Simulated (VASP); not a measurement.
Given:

```
C
1.0
    1.23308    -2.13576     0.00000
    1.23308     2.13576     0.00000
    0.00000     0.00000     6.71043
C
4
Direct
  0.00000   0.00000   0.25000
  0.00000   0.00000   0.75000
  0.33333   0.66667   0.25000
  0.66667   0.33333   0.75000
```

Method: PBE GGA with D3 dispersion (Becke-Johnson damping), VASP's PBE PAW potentials (set 64) (plane waves; VASP). Run with 520 eV cut-off, 11×11×4 Γ-centred mesh, tetrahedra with Blöchl corrections, potentials C.

The cores are frozen, which limits the accuracy of field gradients.

Task: Give the principal components of the electric field gradient (V/Å²) and the asymmetry η at each nucleus.

Result: 
```csv
atom,Vxx,Vyy,Vzz,η
C1,-15.7,-15.7,31.3,0.00
C2,-15.7,-15.7,31.3,0.00
C3,-14.8,-14.8,29.5,0.00
C4,-14.8,-14.8,29.5,0.00
```

The compound is C in the graphite structure. It was relaxed first.
